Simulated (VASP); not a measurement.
Here is the system:

```yaml
crystal:
  lattice:
    - [0.00000, 2.85835, 2.85835]
    - [2.85835, 0.00000, 2.85835]
    - [2.85835, 2.85835, 0.00000]
  atoms:
    - { symbol: Li, position: [0.25000, 0.25000, 0.25000] }
    - { symbol: Li, position: [0.75000, 0.75000, 0.75000] }
    - { symbol: S, position: [0.00000, 0.00000, 0.00000] }
```

These are TPSS meta-GGA, VASP's PBE PAW potentials (set 64) (plane waves; VASP) values and carry that method's errors. Numerical set-up: 520 eV cut-off, 7×7×7 Γ-centred mesh, Gaussian smearing of 0.050 eV, potentials Li_sv S.

Q: Give the stress tensor in GPa (positive for a compressed cell).

A: 
```
-1.22   0.00   0.00
 0.00  -1.22   0.00
 0.00   0.00  -1.22
```
The pressure is its mean diagonal, -1.22 GPa.

The compound is Li2S in the antifluorite structure. This cell is one point of a volume scan, at 1.03 of the reference volume.
